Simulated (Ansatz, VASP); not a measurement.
# CsIr16 in two plane-wave programs

Aim: how closely do two programs agree when they are given the same cell, functional and k mesh?

Main program and level: Ansatz 0.2.0; plane waves, with VASP 6.6.1 beside it; single point at PBE.

### 1. The starting structure

The cell holds 17 atoms: 1 Cs and 16 Ir. Its edges and angles: a = 5.473 Å, b = 5.473 Å, c = 24.353 Å, α = 90.0°, β = 90.0°, γ = 60.0°. It derives from Ir. As first built, before any earlier steps moved the atoms (in the runner's words): kind: adsorbate; added: Cs; site: hcp; coverage_ml: 0.25; cell: 2x2; faces: one;. Regions: adsorbate, 1 atom (1 Cs); layer 1, 4 atoms (4 Ir); layer 2, 4 atoms (4 Ir); layer 3, 4 atoms (4 Ir); other layers, 4 atoms (4 Ir). Vacuum lies along c.

### 2. VASP: single point, PBE

With cell and atoms fixed, the geometry can't cause a difference; cores, projectors, grids and the points listed under the comparison can.

Lines of VASP's logs that name or quote its potential files are left out, and so is its time.

Contents of INCAR:

```
SYSTEM = CsIr16
PREC = Normal
ENCUT = 330
EDIFF = 1E-05
NELM = 120
ISMEAR = 0
SIGMA = 0.1
LREAL = Auto
ALGO = Fast
GGA = PE
NBANDS = 94
LASPH = .TRUE.
LORBIT = 11
LWAVE = .FALSE.
LCHARG = .FALSE.
KPAR = 2
NCORE = 4
ICORELEVEL = 1
ISIF = 0
LVHAR = .TRUE.
```

Contents of POSCAR:

```
CsIr16
1.0
    5.4730064864      0.0000000000      0.0000000000
    2.7365032432      4.7397626523      0.0000000000
    0.0000000000      0.0000000000     24.3530366253
Cs Ir
1 16
Direct
    0.3357904068      0.3333700705      0.7078850921
    0.9998906577      0.0000497982      0.5823970791
    0.5014897285      0.9969457402      0.5814512209
    0.9970627774      0.5013861457      0.5814497252
    0.5015607312      0.5015662443      0.5814242235
    0.8340712466      0.3320577633      0.4898810277
    0.3334390752      0.3332708122      0.4905195372
    0.8340852347      0.8339500517      0.4899166466
    0.3322832220      0.8338844039      0.4898640676
    0.1666666670      0.1666666670      0.3997179360
    0.6666666670      0.1666666670      0.3997179360
    0.1666666670      0.6666666670      0.3997179360
    0.6666666670      0.6666666670      0.3997179360
    0.0000000000      0.0000000000      0.3079698070
    0.5000000000      0.0000000000      0.3079698070
    0.0000000000      0.5000000000      0.3079698070
    0.5000000000      0.5000000000      0.3079698070
```

Contents of KPOINTS:

```
Automatic mesh
0
Gamma
4 4 1
0 0 0
```

Potentials, in the order of the species: Cs_sv and Ir (PBE family, release 64).

Run with:

```sh
$ mpirun -np 8 vasp_std
```

Numbers of over 12 decimals in the logs are rounded to 6 here.

What it wrote:

```text
[banner, memory and clock lines left out]
running    8 mpi-ranks, on    1 nodes
 distrk:  each k-point on    4 cores,    2 groups
 distr:  one band on    4 cores,    1 groups

 POSCAR found type information on POSCAR CsIr
 POSCAR found :  2 types and      17 ions
 LDA part: xc-table for (Slater+PW92), standard interpolation
 POSCAR, INCAR and KPOINTS ok, starting setup
 FFT: planning ... GRIDC
 FFT: planning ... GRID_SOFT
 FFT: planning ... GRID
 WAVECAR not read
 entering main loop
       N       E                     dE             d eps       ncg     rms          rms(c)
DAV:   1     0.114274686905E+04    0.11427E+04   -0.49344E+04  1888   0.987E+02
DAV:   2    -0.166535936477E+02   -0.11594E+04   -0.10814E+04  1954   0.377E+02
DAV:   3    -0.138318770755E+03   -0.12167E+03   -0.11351E+03  2560   0.105E+02
DAV:   4    -0.145995206920E+03   -0.76764E+01   -0.72058E+01  2584   0.260E+01
DAV:   5    -0.146244701713E+03   -0.24949E+00   -0.24206E+00  2632   0.399E+00    0.509E+01
RMM:   6    -0.151720722386E+03   -0.54760E+01   -0.19180E+01  2073   0.206E+01    0.438E+01
RMM:   7    -0.212514411095E+03   -0.60794E+02   -0.96493E+01  2722   0.243E+01    0.687E+01
RMM:   8    -0.194465621890E+03    0.18049E+02   -0.58721E+01  2543   0.190E+01    0.544E+01
RMM:   9    -0.174267245782E+03    0.20198E+02   -0.26706E+01  2299   0.171E+01    0.450E+01
RMM:  10    -0.138681815983E+03    0.35585E+02   -0.25636E+01  2316   0.153E+01    0.158E+01
RMM:  11    -0.136847269907E+03    0.18345E+01   -0.69308E+00  2192   0.927E+00    0.116E+01
RMM:  12    -0.136748528582E+03    0.98741E-01   -0.21667E+00  2573   0.338E+00    0.966E+00
RMM:  13    -0.136830141316E+03   -0.81613E-01   -0.29397E-01  2390   0.142E+00    0.724E+00
RMM:  14    -0.136724366713E+03    0.10577E+00   -0.14099E-01  2513   0.864E-01    0.501E+00
[...]
RMM:  29    -0.136473350010E+03   -0.18302E-03   -0.40892E-05  1386   0.202E-02    0.294E-02
RMM:  30    -0.136473502264E+03   -0.15225E-03   -0.33834E-05  1315   0.160E-02    0.256E-02
RMM:  31    -0.136473650653E+03   -0.14839E-03   -0.36849E-05  1341   0.153E-02    0.102E-02
RMM:  32    -0.136473775131E+03   -0.12448E-03   -0.31107E-05  1332   0.121E-02    0.205E-02
RMM:  33    -0.136473824573E+03   -0.49442E-04   -0.95689E-06  1138   0.886E-03    0.174E-02
RMM:  34    -0.136473866815E+03   -0.42242E-04   -0.80328E-06  1135   0.587E-03    0.737E-03
RMM:  35    -0.136473896154E+03   -0.29339E-04   -0.60129E-06  1013   0.494E-03    0.384E-03
RMM:  36    -0.136473903954E+03   -0.78004E-05   -0.22417E-06   702   0.362E-03
   1 F= -.13647390E+03 E0= -.13642390E+03  d E =-.100006E+00
```

OUTCAR, selected parts (step 2):

```text
ion  position               nearest neighbor table
   1  0.336  0.333  0.708-
   2  1.000  0.000  0.582-   4 2.74   5 2.74   3 2.74   3 2.74   4 2.74   5 2.74   8 2.75   6 2.75
                             9 2.75
   3  0.501  0.997  0.581-   5 2.71   4 2.71   7 2.73   8 2.73   9 2.73   2 2.74   2 2.74   4 2.76
                             5 2.76
   4  0.997  0.501  0.581-   5 2.71   3 2.71   7 2.73   8 2.73   6 2.73   2 2.74   2 2.74   3 2.76
                             5 2.76
   5  0.502  0.502  0.581-   3 2.71   4 2.71   7 2.73   9 2.73   6 2.73   2 2.74   2 2.74   4 2.76
                             3 2.76
   6  0.834  0.332  0.490-  10 2.70  11 2.70  13 2.71   8 2.73   9 2.73   4 2.73   5 2.73   7 2.74
                             7 2.74   9 2.75   8 2.75   2 2.75
   7  0.333  0.333  0.491-  11 2.72  10 2.72  12 2.72   5 2.73   3 2.73   4 2.73   9 2.74   6 2.74
                             8 2.74   8 2.74   6 2.74   9 2.74
   8  0.834  0.834  0.490-  12 2.70  11 2.70  13 2.71   6 2.73   9 2.73   4 2.73   3 2.73   7 2.74
                             7 2.74   9 2.75   6 2.75   2 2.75
   9  0.332  0.834  0.490-  10 2.70  12 2.70  13 2.71   8 2.73   6 2.73   5 2.73   3 2.73   7 2.74
                             7 2.74   6 2.75   8 2.75   2 2.75
  10  0.167  0.167  0.400-   6 2.70   9 2.70   7 2.72  11 2.74  11 2.74  12 2.74  13 2.74  12 2.74
                            13 2.74  15 2.74  16 2.74  14 2.74
  11  0.667  0.167  0.400-   6 2.70   8 2.70   7 2.72  10 2.74  10 2.74  12 2.74  13 2.74  13 2.74
                            12 2.74  14 2.74  17 2.74  15 2.74
  12  0.167  0.667  0.400-   9 2.70   8 2.70   7 2.72  13 2.74  13 2.74  10 2.74  11 2.74  11 2.74
                            10 2.74  17 2.74  14 2.74  16 2.74
  13  0.667  0.667  0.400-   9 2.71   6 2.71   8 2.71  12 2.74  12 2.74  10 2.74  11 2.74  10 2.74
                            11 2.74  16 2.74  15 2.74  17 2.74
  14  0.000  0.000  0.308-  15 2.74  15 2.74  16 2.74  17 2.74  16 2.74  17 2.74  11 2.74  12 2.74
                            10 2.74
  15  0.500  0.000  0.308-  14 2.74  14 2.74  16 2.74  17 2.74  17 2.74  16 2.74  10 2.74  13 2.74
                            11 2.74
  16  0.000  0.500  0.308-  17 2.74  17 2.74  14 2.74  15 2.74  15 2.74  14 2.74  13 2.74  10 2.74
                            12 2.74
  17  0.500  0.500  0.308-  16 2.74  16 2.74  14 2.74  15 2.74  14 2.74  15 2.74  12 2.74  11 2.74
                            13 2.74

  LATTYP: Found a hexagonal cell.
 ALAT       =     5.4730064864
 C/A-ratio  =     4.4496633954

 Subroutine GETGRP returns: Found  1 space group operations
 (whereof  1 operations were pure point group operations)

The static configuration has the point symmetry C_1 .

 Found     10 irreducible k-points:

   k-points           NKPTS =     10   k-points in BZ     NKDIM =     10   number of bands    NBANDS=     94

   dimension x,y,z NGX =    24 NGY =   24 NGZ =  108
   dimension x,y,z NGXF=    48 NGYF=   48 NGZF=  216

   ENCUT  =  330.0 eV  24.25 Ry    4.92 a.u.   8.11  8.11 36.07*2*pi/ulx,y,z

   NELECT =     153.0000    total number of electrons

 k-points in reciprocal lattice and weights: Automatic mesh
   0.00000000  0.00000000  0.00000000       0.062
   0.25000000  0.00000000  0.00000000       0.125
   0.25000000  0.25000000  0.00000000       0.125
   0.00000000  0.25000000  0.00000000       0.125
   0.50000000  0.00000000  0.00000000       0.062
   0.50000000  0.50000000  0.00000000       0.062
   0.00000000  0.50000000  0.00000000       0.062
   0.50000000  0.25000000  0.00000000       0.125
   0.25000000  0.50000000  0.00000000       0.125
  -0.25000000  0.25000000  0.00000000       0.125

 the core state eigenenergies are
   1-  1s -35784.5597  2s  -5607.9476  2p  -5029.3424  3s  -1161.3628  3p   -975.2637
       3d   -702.3626  4s   -214.5068  4p   -155.0296  4d    -68.5079
   2-  1s -76095.5475  2s -13303.7440  2p -11553.5762  3s  -3106.1993  3p  -2594.6850
       3d  -2032.6511  4s   -656.9265  4p   -489.2159  4d   -283.5059  4f    -54.8625
       5s    -90.4324  5p    -47.1801
   3-  1s -76095.5060  2s -13303.7075  2p -11553.5393  3s  -3106.1680  3p  -2594.6538
       3d  -2032.6193  4s   -656.9033  4p   -489.1935  4d   -283.4846  4f    -54.8433
       5s    -90.4292  5p    -47.1851
   4-  1s -76095.5067  2s -13303.7081  2p -11553.5399  3s  -3106.1686  3p  -2594.6543
       3d  -2032.6199  4s   -656.9038  4p   -489.1940  4d   -283.4850  4f    -54.8438
       5s    -90.4295  5p    -47.1853
   5-  1s -76095.5051  2s -13303.7066  2p -11553.5384  3s  -3106.1672  3p  -2594.6530
       3d  -2032.6185  4s   -656.9026  4p   -489.1929  4d   -283.4840  4f    -54.8427
       5s    -90.4289  5p    -47.1850
   6-  1s -76096.0225  2s -13304.2470  2p -11554.0770  3s  -3106.7181  3p  -2595.2037
       3d  -2033.1691  4s   -657.4678  4p   -489.7597  4d   -284.0529  4f    -55.4157
       5s    -91.0295  5p    -47.7932
   7-  1s -76096.0427  2s -13304.2667  2p -11554.0969  3s  -3106.7361  3p  -2595.2218
       3d  -2033.1874  4s   -657.4833  4p   -489.7749  4d   -284.0678  4f    -55.4300
       5s    -91.0390  5p    -47.8005
   8-  1s -76096.0227  2s -13304.2471  2p -11554.0772  3s  -3106.7182  3p  -2595.2038
       3d  -2033.1692  4s   -657.4678  4p   -489.7597  4d   -284.0529  4f    -55.4156
       5s    -91.0293  5p    -47.7929
   9-  1s -76096.0220  2s -13304.2465  2p -11554.0766  3s  -3106.7176  3p  -2595.2033
       3d  -2033.1687  4s   -657.4674  4p   -489.7593  4d   -284.0525  4f    -55.4153
       5s    -91.0292  5p    -47.7929
  10-  1s -76096.0570  2s -13304.2810  2p -11554.1111  3s  -3106.7511  3p  -2595.2367
       3d  -2033.2023  4s   -657.4992  4p   -489.7909  4d   -284.0839  4f    -55.4463
       5s    -91.0568  5p    -47.8186
  11-  1s -76096.0565  2s -13304.2805  2p -11554.1106  3s  -3106.7505  3p  -2595.2362
       3d  -2033.2017  4s   -657.4986  4p   -489.7904  4d   -284.0834  4f    -55.4458
       5s    -91.0562  5p    -47.8179
  12-  1s -76096.0568  2s -13304.2808  2p -11554.1109  3s  -3106.7509  3p  -2595.2365
       3d  -2033.2021  4s   -657.4989  4p   -489.7907  4d   -284.0837  4f    -55.4461
       5s    -91.0565  5p    -47.8182
  13-  1s -76096.0623  2s -13304.2862  2p -11554.1163  3s  -3106.7561  3p  -2595.2417
       3d  -2033.2073  4s   -657.5038  4p   -489.7956  4d   -284.0885  4f    -55.4508
       5s    -91.0607  5p    -47.8221
  14-  1s -76095.5821  2s -13303.7773  2p -11553.6096  3s  -3106.2321  3p  -2594.7178
       3d  -2032.6840  4s   -656.9588  4p   -489.2481  4d   -283.5381  4f    -54.8945
       5s    -90.4626  5p    -47.2091
  15-  1s -76095.5850  2s -13303.7800  2p -11553.6124  3s  -3106.2348  3p  -2594.7205
       3d  -2032.6866  4s   -656.9614  4p   -489.2507  4d   -283.5407  4f    -54.8971
       5s    -90.4652  5p    -47.2119
  16-  1s -76095.5850  2s -13303.7800  2p -11553.6124  3s  -3106.2348  3p  -2594.7205
       3d  -2032.6866  4s   -656.9614  4p   -489.2507  4d   -283.5407  4f    -54.8971
       5s    -90.4652  5p    -47.2119
  17-  1s -76095.5854  2s -13303.7804  2p -11553.6127  3s  -3106.2351  3p  -2594.7208
       3d  -2032.6870  4s   -656.9617  4p   -489.2510  4d   -283.5410  4f    -54.8974
       5s    -90.4655  5p    -47.2121

 E-fermi :   1.9841

 k-point     1 :       0.0000    0.0000    0.0000
  band No.  band energies     occupation
    ...
     66       1.4691      2.00000
     67       1.8583      1.92461
     68       1.9856      0.98314
     69       1.9860      0.97769
     70       2.0088      0.72677
     71       2.0446      0.39190
     72       2.0451      0.38796
     73       2.5491      0.00000
     74       2.5492      0.00000
     75       2.5655      0.00000
    ...

 k-point     2 :       0.2500    0.0000    0.0000
  band No.  band energies     occupation
    ...
     71       1.7194      1.99982
     72       1.7699      1.99755
     73       1.8029      1.98961
     74       1.8587      1.92378
     75       1.8653      1.90705
     76       2.0366      0.45790
     77       2.0838      0.15838
     78       2.1108      0.07316
     79       2.1832      0.00487
     80       2.2347      0.00039
    ...

 k-point     3 :       0.2500    0.2500    0.0000
  band No.  band energies     occupation
    ...
     71       1.7192      1.99982
     72       1.7701      1.99752
     73       1.8035      1.98933
     74       1.8590      1.92304
     75       1.8648      1.90826
     76       2.0359      0.46356
     77       2.0842      0.15672
     78       2.1108      0.07307
     79       2.1830      0.00491
     80       2.2347      0.00039
    ...

  energy-cutoff  :      330.00
  volume of cell :      631.74
      direct lattice vectors                 reciprocal lattice vectors
     5.473006486  0.000000000  0.000000000     0.182714931 -0.105490514  0.000000000
     2.736503243  4.739762652  0.000000000     0.000000000  0.210981029  0.000000000
     0.000000000  0.000000000 24.353036625     0.000000000  0.000000000  0.041062641

 POSITION                                       TOTAL-FORCE (eV/Angst)
 -----------------------------------------------------------------------------------
      2.75005      1.58010     17.23915         0.000400     -0.000117     -0.013870
      5.47254      0.00024     14.18314         0.003961     -0.002564     -0.013049
      5.47280      4.72529     14.16010         0.003756     -0.004632      0.001113
      6.82898      2.37645     14.16007         0.003086      0.011027      0.004685
      4.11758      2.37730     14.15945         0.001733      0.001713     -0.003374
      5.47355      1.57387     11.93009        -0.001600      0.022736      0.008075
      2.73691      1.57962     11.94564        -0.000639      0.000634      0.021840
      6.84706      3.95273     11.93096        -0.024617     -0.016982      0.008901
      4.10052      3.95241     11.92968         0.008069     -0.007118      0.008347
      1.36825      0.78996      9.73435         0.025292      0.013574     -0.214692
      4.10475      0.78996      9.73435        -0.022829      0.011713     -0.213501
      2.73650      3.15984      9.73435        -0.000415     -0.028242     -0.213035
      5.47301      3.15984      9.73435         0.003776     -0.000372     -0.145762
      0.00000      0.00000      7.50000        -0.000301     -0.000529      0.192889
      2.73650      0.00000      7.50000         0.000066      0.021026      0.190247
      1.36825      2.36988      7.50000         0.018764     -0.010991      0.190495
      4.10475      2.36988      7.50000        -0.018501     -0.010877      0.190690
 -----------------------------------------------------------------------------------
    total drift:                                0.003232      0.004698      0.050181

  FREE ENERGIE OF THE ION-ELECTRON SYSTEM (eV)
  ---------------------------------------------------
  free  energy   TOTEN  =      -136.4739039544 eV

  energy  without entropy=     -136.3738975757  energy(sigma->0) =     -136.42390077

 total charge
# of ion       s       p       d       tot
------------------------------------------
    1        1.854   4.664   0.056   6.574
    2        0.655   0.567   6.884   8.106
    3        0.666   0.579   6.908   8.153
    4        0.666   0.579   6.907   8.153
    5        0.666   0.580   6.908   8.154
    6        0.659   0.711   6.945   8.315
    7        0.658   0.711   6.941   8.310
    8        0.659   0.711   6.945   8.314
    9        0.659   0.711   6.945   8.315
   10        0.658   0.711   6.939   8.307
   11        0.658   0.711   6.939   8.307
   12        0.658   0.711   6.939   8.307
   13        0.657   0.711   6.938   8.306
   14        0.658   0.557   6.875   8.090
   15        0.659   0.556   6.876   8.091
   16        0.659   0.556   6.876   8.091
   17        0.659   0.556   6.876   8.090
--------------------------------------------------
tot         12.406  14.881 110.697 137.984

[... 3 further parts left out ...]
```

This run has no spin polarisation. Its electron count is odd, so without a moment it is a metal by construction. These are scalar-relativistic Kohn-Sham levels of the ground state, with no core hole, so they are not binding energies.

[end of part 1 of 2]

[Lines on the potential files, build, host, timing and source positions are cut from VASP's logs without a mark.]

[Logs are printed without paths, hosts, clocks, repeated set-up lines and the standing remarks that a program may print on its own settings, such as how far it seeks lower states.]

[Hosts, paths, dates, database ids (printed as entryN), source tags and the programs' standing remarks are cut or masked in the printed files.]
